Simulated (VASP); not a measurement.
Here is the system:

```
SnO
1.0
    3.87413     0.00000     0.00000
    0.00000     3.87413     0.00000
    0.00000     0.00000     4.84452
Sn O
2 2
Cartesian
  1.93707   0.00000   3.67079
  0.00000   1.93707   1.17373
  1.93707   1.93707   0.00000
  0.00000   0.00000   0.00000
```

Method: r2SCAN+rVV10, VASP's PBE PAW potentials (set 64) (plane waves; VASP 6.6.1). Settings: 520 eV cut-off, 6×6×5 Γ-centred mesh, Gaussian smearing of 0.050 eV, potentials Sn_d O.

The ions and cell shape at fixed volume are relaxed. Predict the relaxed structure.

```
SnO
1.0
    3.82004     0.00000     0.00000
    0.00000     3.82004     0.00000
    0.00000     0.00000     4.98269
Sn O
2 2
Cartesian
  1.91002   0.00000   3.82912
  0.00000   1.91002   1.15357
  1.91002   1.91002   4.98269
  0.00000   3.82004   0.00000
```
Space group P4/nmm (129), at a tolerance of 0.03 Å.

How much energy does the relaxation gain?

The energy (σ→0) changes by -12.6 meV/atom, in 8 ionic steps.

The compound is SnO in the litharge structure. This cell is one point of a volume scan, at 1.06 of the reference volume. Symmetry was kept, so distortions that lower it aren't found.
